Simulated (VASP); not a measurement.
All values below come from PBE GGA, VASP's PBE PAW potentials (set 64) (plane waves; VASP).

Input for VASP

**POSCAR**
```
Li2Se
1
    0.0000000000     3.1215489021     3.1215489021
    3.1215489021     0.0000000000     3.1215489021
    3.1215489021     3.1215489021     0.0000000000
Li Se
2 1
Direct
  0.2500000000   0.2500000000   0.2500000000
  0.7500000000   0.7500000000   0.7500000000
  0.0000000000   1.0000000000   0.0000000000
```

### INCAR
```
SYSTEM = Li2Se
PREC = Accurate
ENCUT = 600
EDIFF = 1E-7
NELM = 100
ALGO = Normal
LREAL = .FALSE.
LASPH = .TRUE.
ISMEAR = 0
SIGMA = 0.05
GGA = PE
LMAXMIX = 4
LWAVE = .FALSE.
LCHARG = .FALSE.
ISIF = 2
IBRION = 2
NSW = 30
EDIFFG = -0.01
```

**KPOINTS**
```
Automatic
0
G
  8 8 8
0 0 0
```

POTCAR, in this order: Li_sv Se (PBE.64 set). Program: vasp_std.

**Question.** Predict the energy per atom (σ→0), pressure, band gap (on the k-mesh).

**Answer.** 
- energy per atom (σ→0): -3.688 eV/atom
- band gap (on the k-mesh): 2.93 eV
- pressure: -3.19 GPa

### OSZICAR
```
...
DAV:   9    -0.110623157584E+02   -0.17203E-03   -0.18196E-03   828   0.257E-01    0.108E-01
DAV:  10    -0.110627875661E+02   -0.47181E-03   -0.89974E-04   630   0.175E-01    0.468E-02
DAV:  11    -0.110627914308E+02   -0.38648E-05   -0.86473E-05   806   0.549E-02    0.142E-02
DAV:  12    -0.110627953937E+02   -0.39628E-05   -0.17237E-05   638   0.244E-02    0.269E-03
DAV:  13    -0.110627952356E+02    0.15801E-06   -0.34314E-07   844   0.376E-03    0.494E-04
DAV:  14    -0.110627953441E+02   -0.10846E-06   -0.43030E-08   666   0.141E-03    0.536E-04
DAV:  15    -0.110627952721E+02    0.72037E-07   -0.42043E-09   340   0.511E-04
   1 F= -.11062795E+02 E0= -.11062795E+02  d E =-.110628E+02
```

The compound is Li2Se in the antifluorite structure. This cell was strained or had an atom moved on purpose.
